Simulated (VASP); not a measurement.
# SiO2 (Quartz): input slips in a band-gap run and what they do, part 2 of 2

Aim: see how common mistakes in a band-structure run show up, on SiO2 (Quartz). The starting structure is a measured crystal structure from the Crystallography Open Database. The atoms were first relaxed with LDA in that cell, in a run that isn't shown, and the relaxed structure is the one below.

VASP 6.6.1.

Results so far: reference 5.732 eV; a k mesh far too coarse and no band path 6.048 eV.

## (5) Bands with a wide metal-type smearing

Level of this step: LDA; plane waves and PAW (Si, O) (VASP).

A slip made on purpose: a wide metal-type smearing. Against step 2 the input has ISMEAR = 1 and SIGMA = 1 (also changed: NELM).

INCAR

```
SYSTEM = SiO2
PREC = Accurate
ENCUT = 460
EDIFF = 1E-06
NELM = 60
ISMEAR = 1
SIGMA = 1
LREAL = .FALSE.
ALGO = Normal
GGA = CA
NBANDS = 46
LORBIT = 11
LWAVE = .FALSE.
LCHARG = .FALSE.
KPAR = 16
LASPH = .TRUE.
```

POSCAR

```
SiO2
1.0
    4.9158000000      0.0000000000      0.0000000000
   -2.4579000000      4.2572076799      0.0000000000
    0.0000000000      0.0000000000      5.4091000000
Si O
3 6
Direct
    0.4692648135      0.4692648135      0.0000000000
    0.0000000000      0.5307351865      0.6666666667
    0.5307351865      0.0000000000      0.3333333333
    0.8553402672      0.2683029818      0.4517397088
    0.7316970182      0.5870372854      0.7850730422
    0.4129627146      0.1446597328      0.1184063755
    0.2683029818      0.8553402672      0.5482602912
    0.5870372854      0.7316970182      0.2149269578
    0.1446597328      0.4129627146      0.8815936245
```

KPOINTS

```
Automatic mesh
0
Gamma
6 6 4
0 0 0
```

KPOINTS_OPT

```
Line mode
8
Line-mode
Reciprocal
  0.00000000   0.00000000   0.00000000 GAMMA
  0.50000000   0.00000000   0.00000000 M

  0.50000000   0.00000000   0.00000000 M
  0.33333333   0.33333333   0.00000000 K

  0.33333333   0.33333333   0.00000000 K
  0.00000000   0.00000000   0.00000000 GAMMA

  0.00000000   0.00000000   0.00000000 GAMMA
  0.00000000   0.00000000   0.50000000 A

  0.00000000   0.00000000   0.50000000 A
  0.50000000   0.00000000   0.50000000 L

  0.50000000   0.00000000   0.50000000 L
  0.33333333   0.33333333   0.50000000 H

  0.33333333   0.33333333   0.50000000 H
  0.00000000   0.00000000   0.50000000 A

  0.50000000   0.00000000   0.50000000 L
  0.50000000   0.00000000   0.00000000 M

  0.33333333   0.33333333   0.00000000 K
  0.33333333   0.33333333   0.50000000 H
```

Potentials, in the order of the species: Si and O (LDA family, release 64).

Started as:

```console
$ mpirun -np 16 vasp_std
```

Log:

```text
[banner, memory and clock lines left out]
running   16 mpi-ranks, on    1 nodes
[...]
[... a notice as in an earlier step ...]

 LDA part: xc-table for (Slater(with rela. corr.)+CA(PZ))
 , standard interpolation
 POSCAR, INCAR and KPOINTS ok, starting setup
[...]
entering main loop
       N       E                     dE             d eps       ncg     rms          rms(c)
DAV:   1     0.196251029482E+03    0.19625E+03   -0.22624E+04  2208   0.882E+02
DAV:   2    -0.745212906219E+02   -0.27077E+03   -0.26168E+03  2668   0.232E+02
DAV:   3    -0.874828327297E+02   -0.12962E+02   -0.12869E+02  2696   0.492E+01
DAV:   4    -0.875873436130E+02   -0.10451E+00   -0.10448E+00  2530   0.495E+00
[...]
DAV:  10    -0.777484415262E+02   -0.39628E-03   -0.71417E-04  2468   0.118E-01    0.743E-02
DAV:  11    -0.777484544925E+02   -0.12966E-04   -0.68351E-05  2600   0.454E-02    0.729E-03
DAV:  12    -0.777484543956E+02    0.96852E-07   -0.52800E-06  2622   0.986E-03
   1 F= -.77748454E+02 E0= -.77873426E+02  d E =0.374913E+00
 Start KPOINTS_OPT (optional k-point list driver)
k-point batch [1-24\72]
       N       E                     dE             ncg
DAV:   1    -0.480937335634E+03   -0.18732E+05     2208
DAV:   2    -0.652524772480E+04   -0.60443E+04     2690
DAV:   3    -0.683325956152E+04   -0.30801E+03     2752
DAV:   4    -0.683575340054E+04   -0.24938E+01     2576
DAV:   5    -0.683577901837E+04   -0.25618E-01     2700
DAV:   6    -0.683577943386E+04   -0.41549E-03     2672
DAV:   7    -0.683577944239E+04   -0.85341E-05     2436
DAV:   8    -0.683577944270E+04   -0.30688E-06     1920
[...]
k-point batch [49-72\72]
       N       E                     dE             ncg
DAV:   1    -0.427382409688E+03   -0.28681E+05     2216
DAV:   2    -0.653861496812E+04   -0.61112E+04     2672
DAV:   3    -0.683514459280E+04   -0.29653E+03     2722
DAV:   4    -0.683755673644E+04   -0.24121E+01     2604
DAV:   5    -0.683758159911E+04   -0.24863E-01     2666
DAV:   6    -0.683758200857E+04   -0.40946E-03     2730
DAV:   7    -0.683758201718E+04   -0.86117E-05     2404
DAV:   8    -0.683758201748E+04   -0.30181E-06     1978
```

It took 15 s on 16 MPI ranks of Intel Xeon 6975P-C (Granite Rapids), shared host; peak memory 4.6 GiB; 3 min of CPU time.

Parts of OUTCAR (step 5):

```text
  Total       -0.9199246     -0.9199246     -1.1165533     -0.0000000      0.0000000     -0.0000000
  in kB      -13.0202338    -13.0202338    -15.8032354     -0.0000000      0.0000000     -0.0000000
  external PRESSURE =     -13.9479010 kB  Pullay stress =       0.0000000 kB

 POSITION                                       TOTAL-FORCE (eV/Angst)
 -----------------------------------------------------------------------------------
      1.15341      1.99776      0.00000         0.003849      0.006667     -0.000000
     -1.30449      2.25945      3.60607         0.003849     -0.006667     -0.000000
      2.60899      0.00000      1.80303        -0.007699     -0.000000     -0.000000
      3.54522      1.14222      2.44351        -0.011306      0.021508      0.019319
      2.15400      2.49914      4.24654        -0.012973     -0.020545      0.019319
      1.67448      0.61585      0.64047         0.024279     -0.000962      0.019319
     -0.78342      3.64136      2.96559         0.024279      0.000962     -0.019319
      1.08732      3.11499      1.16256        -0.011306     -0.021508     -0.019319
     -0.30390      1.75807      4.76863        -0.012973      0.020545     -0.019319
 -----------------------------------------------------------------------------------
    total drift:                                0.000013      0.000022     -0.000001

  FREE ENERGIE OF THE ION-ELECTRON SYSTEM (eV)
  ---------------------------------------------------
  free  energy   TOTEN  =       -77.7484543956 eV

  energy  without entropy=      -78.1233678795  energy(sigma->0) =      -77.87342556

[... 2 parts as in an earlier step ...]

[... 1 further part left out ...]
[key lines of the parts left out:]
E-fermi :   1.2736
```

With a wide metal-type smearing the gap is 5.740 eV, +0.007 eV from the reference.

## (6) Bands with one electron missing

A slip made on purpose: one electron missing. Against step 2 the input has NELECT = 47 (also changed: NELM).

Edit INCAR of step 5 so:

```diff
@@ -5,4 +5,4 @@
 NELM = 60
-ISMEAR = 1
-SIGMA = 1
+ISMEAR = 0
+SIGMA = 0.03
 LREAL = .FALSE.
@@ -16 +16,2 @@
 LASPH = .TRUE.
+NELECT = 47
```

POSCAR is that of step 5.

KPOINTS is that of step 5.

KPOINTS_OPT is that of step 5.

Started as:

```console
$ mpirun -np 16 vasp_std
```

Log:

```text
[... set-up lines as in an earlier step ...]
 entering main loop
       N       E                     dE             d eps       ncg     rms          rms(c)
DAV:   1     0.186443280579E+03    0.18644E+03   -0.21832E+04  2208   0.851E+02
DAV:   2    -0.728083595063E+02   -0.25925E+03   -0.25071E+03  2668   0.227E+02
DAV:   3    -0.853719211502E+02   -0.12564E+02   -0.12439E+02  2696   0.479E+01
DAV:   4    -0.854748444826E+02   -0.10292E+00   -0.10289E+00  2530   0.487E+00
DAV:   5    -0.854758414879E+02   -0.99701E-03   -0.99699E-03  2702   0.452E-01BRMIX: very serious problems
 the old and the new charge density differ
 old charge density:    48.00000 new   47.00000
BRMIX: very serious problems
 the old and the new charge density differ
 old charge density:    48.00000 new   47.00000
BRMIX: very serious problems
 the old and the new charge density differ
 old charge density:    48.00000 new   47.00000
BRMIX: very serious problems
 the old and the new charge density differ
 old charge density:    48.00000 new   47.00000
BRMIX: very serious problems
 the old and the new charge density differ
[...]
DAV:  11    -0.785137128050E+02   -0.56038E-05   -0.47003E-05  2638   0.375E-02    0.621E-03
DAV:  12    -0.785137128988E+02   -0.93829E-07   -0.32424E-06  2604   0.794E-03
   1 F= -.78513713E+02 E0= -.78511466E+02  d E =-.449380E-02
 Start KPOINTS_OPT (optional k-point list driver)
k-point batch [1-24\72]
       N       E                     dE             ncg
DAV:   1    -0.114614607126E+04   -0.18980E+05     2208
DAV:   2    -0.690481351844E+04   -0.57587E+04     2666
DAV:   3    -0.719898015224E+04   -0.29417E+03     2760
DAV:   4    -0.720145884713E+04   -0.24787E+01     2566
DAV:   5    -0.720148488413E+04   -0.26037E-01     2694
DAV:   6    -0.720148531310E+04   -0.42897E-03     2662
DAV:   7    -0.720148532205E+04   -0.89526E-05     2436
DAV:   8    -0.720148532237E+04   -0.32323E-06     1926
[...]
k-point batch [49-72\72]
       N       E                     dE             ncg
DAV:   1    -0.108407741889E+04   -0.28547E+05     2216
DAV:   2    -0.691443487374E+04   -0.58304E+04     2672
DAV:   3    -0.719735672140E+04   -0.28292E+03     2706
DAV:   4    -0.719975484759E+04   -0.23981E+01     2598
DAV:   5    -0.719978012628E+04   -0.25279E-01     2642
DAV:   6    -0.719978054914E+04   -0.42286E-03     2702
DAV:   7    -0.719978055822E+04   -0.90826E-05     2406
DAV:   8    -0.719978055853E+04   -0.30638E-06     1998
```

Wall time 15 s (16 MPI ranks); peak memory 4.5 GiB; 3 min of CPU time.

From OUTCAR (step 6):

```text
  Total       -8.1776191     -8.1776191     -8.8500877      0.0000000      0.0000000      0.0000000
  in kB     -115.7426464   -115.7426464   -125.2604895      0.0000000      0.0000000      0.0000000
  external PRESSURE =    -118.9152607 kB  Pullay stress =       0.0000000 kB

 POSITION                                       TOTAL-FORCE (eV/Angst)
 -----------------------------------------------------------------------------------
      1.15341      1.99776      0.00000         0.009491      0.016439     -0.000000
     -1.30449      2.25945      3.60607         0.009491     -0.016439     -0.000000
      2.60899      0.00000      1.80303        -0.018982     -0.000000     -0.000000
      3.54522      1.14222      2.44351         0.042709      0.083883      0.039908
      2.15400      2.49914      4.24654        -0.093999     -0.004955      0.039908
      1.67448      0.61585      0.64047         0.051291     -0.078928      0.039908
     -0.78342      3.64136      2.96559         0.051291      0.078928     -0.039908
      1.08732      3.11499      1.16256         0.042709     -0.083883     -0.039908
     -0.30390      1.75807      4.76863        -0.093999      0.004955     -0.039908
 -----------------------------------------------------------------------------------
    total drift:                                0.000012      0.000021     -0.000001

  FREE ENERGIE OF THE ION-ELECTRON SYSTEM (eV)
  ---------------------------------------------------
  free  energy   TOTEN  =       -78.5137128988 eV

  energy  without entropy=      -78.5092190972  energy(sigma->0) =      -78.51146600

[... 2 parts as in an earlier step ...]

[... 1 further part left out ...]
[key lines of the parts left out:]
E-fermi :   0.3332
```

With one electron missing there is no gap to read, since by its occupations the run counts as a metal (its levels may still leave one).

## (7) The runs compared

```
                                     run            ended  gap (eV)  change (eV)  core minutes
                               reference        converged     5.732            -          3.73
a k mesh far too coarse and no band path        converged     6.048        0.316          0.32
  a fixed density without a density file  stopped by VASP         -            -          1.87
              a wide metal-type smearing        converged      5.74        0.007          3.89
                    one electron missing        converged      none            -          3.89
```

Core minutes are wall time times ranks of the run shown, on a shared host.

## (8) Results

* reference gap: 5.732 eV
* gap with a k mesh far too coarse and no band path: 6.048 eV
* gap with a wide metal-type smearing: 5.740 eV
* gap with one electron missing: none to read from the occupations
* run with a fixed density without a density file: stopped by VASP

**Reading.** VASP stopped by itself in the run with a fixed density without a density file. Finished, but with signs in the output that stand out against the reference: a k mesh far too coarse and no band path, with the gap changed by +0.32 eV (signs: a stress of up to 3.5 GPa and forces of up to 0.86 eV/Å); a wide metal-type smearing, with the gap changed by +0.01 eV (signs: a stress of up to 1.6 GPa and a large entropy term in the energy); one electron missing, with no gap to read, since by its occupations the run counts as a metal (its levels may still leave one) (signs: a warning on the charge density, a stress of up to 12.5 GPa and forces of up to 0.10 eV/Å). Further runs on this material are not shown.

[Lines on the potential files, build, host, timing and source positions are cut from VASP's logs without a mark.]

[Logs are printed without paths, hosts, clocks, repeated set-up lines and the standing remarks that a program may print on its own settings, such as how far it seeks lower states.]

[Hosts, paths, dates, database ids (printed as entryN), source tags and the programs' standing remarks are cut or masked in the printed files.]
